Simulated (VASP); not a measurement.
Runs of VASP 6.6.1 on Sb. It takes space group R-3m (No. 166, trigonal). The conventional cell has a = 4.308 Å, b = 4.308 Å, c = 11.274 Å, α = 90.00°, β = 90.00°, γ = 120.00°. Sb (site symmetry 3m) has 3 Sb at 2.91 Å as nearest neighbours. 

```tsv
level	potentials or basis	gap on the mesh (eV)	pressure (GPa)	relaxed volume (Å³/atom)	largest force (eV/Å)
r2SCAN	VASP PAW PBE potentials, release 64 (Sb)	0.14	0.0	31.52	-
PBE+D3(BJ)	VASP PAW PBE potentials, release 64 (Sb)	0.05	0.0	29.86	0.01
LDA	VASP PAW LDA potentials, release 64 (Sb)	(c)	0.0	29.34	-
PBEsol	VASP PAW PBE potentials, release 64 (Sb)	0.06	0.0	(a)	0.01
PBE	VASP PAW PBE potentials, release 64 (Sb)	(b)	0.0	31.81	-
```

Alike in all rows: task relaxation of cell and atoms; no spin polarisation; cell relaxed; k mesh 9 × 9 × 9; cutoff (eV) 600; smearing gaussian 0.03 eV.

Q: Fill in the values left out.

A: (a) 29.96; (b) 0.17; (c) 0.04.

Caveats: spin-orbit coupling is left out, which moves the levels of the heavy elements; an odd mesh through Γ misses points on the zone boundary, where band edges often lie; the PAW data sets were made with another functional, which shifts forces and pressure a little (some runs).

A k mesh can miss the band edges, and the runs leave out spin-orbit coupling on Sb.

Not every run made on this cell is shown here.
